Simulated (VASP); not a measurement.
A convergence study with VASP on BaS (rock salt): one setting is varied, all else stays as given below, so the limit is that of these other settings.

```yaml
crystal:
  lattice:
    - [0.00000, 3.19500, 3.19500]
    - [3.19500, 0.00000, 3.19500]
    - [3.19500, 3.19500, 0.00000]
  atoms:
    - { symbol: Ba, position: [0.00000, 0.00000, 0.00000] }
    - { symbol: S, position: [0.50000, 0.50000, 0.50000] }
```

Level of theory: PBE GGA, VASP's PBE PAW potentials (set 64) (plane waves; VASP). The tightest run used: 550 eV cut-off, 12×12×12 Monkhorst-Pack mesh, Gaussian smearing of 0.050 eV, potentials Ba_sv S.

| setting | E (eV/atom) | pressure (GPa) | irreducible k-points |
|---|---|---|---|
| 1×1×1 mesh | -2.0241 | 18.97 | 1 |
| 2×2×2 mesh | -5.1516 | 0.62 | 2 |
| 3×3×3 mesh | -5.0765 | 1.60 | 4 |

Problem. These are the cheaper rows. Estimate the results at 12×12×12 mesh, and how far the last row shown lies from them.

Solution. 
```json
[
 {"quantity": "E (eV/atom)", "tightest run": "-5.0928", "last row shown is off by": "0.0163"},
 {"quantity": "pressure (GPa)", "tightest run": "1.37", "last row shown is off by": "0.22"}
]
```

Left out are rungs that failed or repeat a setting and relaxations that didn't move; long series are thinned to 24 rows.

The compound is BaS in the rock salt structure. The cell was not relaxed at this level.
